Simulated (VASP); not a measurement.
Input:

```
Dy
1.0
    3.57873     0.00000     0.00000
   -1.78937     3.09927     0.00000
    0.00000     0.00000     5.48164
Dy
2
Direct
  0.33333   0.66667   0.25000
  0.66667   0.33333   0.75000
```

The numbers are results of PBE GGA, VASP's PBE PAW potentials (set 64) (plane waves; VASP), not measurements. Settings: 300 eV cut-off, 9×9×5 Γ-centred mesh, Gaussian smearing of 0.10 eV, potentials Dy.

The run has a spin-polarised start.

Problem. Give the spin-up energies of bands 15 to 28 at the high-symmetry points, in eV from the Fermi level.

Solution. 
| band | Γ | M | K | A | L | H |
|---|---|---|---|---|---|---|
| 15 | -3.49 | -3.45 | -3.46 | -3.46 | -3.44 | -3.46 |
| 16 | -3.46 | -3.42 | -3.44 | -3.46 | -3.44 | -3.46 |
| 17 | -3.46 | -3.41 | -3.44 | -3.43 | -3.41 | -3.45 |
| 18 | -3.33 | -3.40 | -3.40 | -3.43 | -3.41 | -3.45 |
| 19 | -3.32 | -2.83 | -2.80 | -3.33 | -2.83 | -2.81 |
| 20 | -2.92 | -2.78 | -2.80 | -3.33 | -2.83 | -2.81 |
| 21 | -2.80 | -2.55 | -2.52 | -2.89 | -2.54 | -2.52 |
| 22 | -2.70 | -2.54 | -2.52 | -2.89 | -2.54 | -2.52 |
| 23 | -2.68 | -1.85 | -0.91 | -2.65 | -1.89 | -0.48 |
| 24 | -2.06 | -1.36 | -0.68 | -2.65 | -1.89 | -0.48 |
| 25 | 1.62 | -0.91 | -0.68 | 1.30 | 0.21 | -0.28 |
| 26 | 2.01 | 0.16 | -0.29 | 1.30 | 0.21 | -0.28 |
| 27 | 2.01 | 1.48 | 1.34 | 1.83 | 1.92 | 0.74 |
| 28 | 2.64 | 1.85 | 1.34 | 1.83 | 1.92 | 0.74 |

Problem. Give the spin-down energies of bands 15 to 28 at the high-symmetry points, in eV from the Fermi level.

Solution. 
| band | Γ | M | K | A | L | H |
|---|---|---|---|---|---|---|
| 15 | 0.02 | -0.16 | -0.14 | 0.06 | -0.05 | -0.14 |
| 16 | 0.02 | 0.08 | 0.01 | 0.06 | -0.05 | -0.14 |
| 17 | 0.08 | 0.12 | 0.07 | 0.06 | 0.15 | 0.38 |
| 18 | 0.08 | 0.13 | 0.07 | 0.06 | 0.15 | 0.38 |
| 19 | 0.62 | 0.19 | 0.19 | 0.71 | 0.58 | 0.43 |
| 20 | 0.62 | 0.48 | 0.25 | 0.71 | 0.58 | 0.43 |
| 21 | 0.72 | 0.61 | 0.56 | 0.71 | 0.65 | 0.61 |
| 22 | 0.72 | 0.63 | 0.59 | 0.71 | 0.65 | 0.61 |
| 23 | 1.21 | 0.74 | 0.59 | 1.21 | 0.80 | 0.67 |
| 24 | 1.22 | 0.79 | 0.68 | 1.21 | 0.80 | 0.67 |
| 25 | 2.14 | 1.00 | 0.97 | 1.85 | 1.00 | 1.03 |
| 26 | 2.56 | 1.05 | 0.97 | 1.85 | 1.00 | 1.03 |
| 27 | 2.56 | 2.08 | 1.98 | 2.38 | 2.46 | 1.34 |
| 28 | 3.19 | 2.50 | 1.98 | 2.38 | 2.46 | 1.34 |

It has no gap at this level: it comes out as a metal or semimetal.

The structure comes from a computed database's Dy entry; how it stands against other phases isn't given here. The cell was not relaxed at this level.
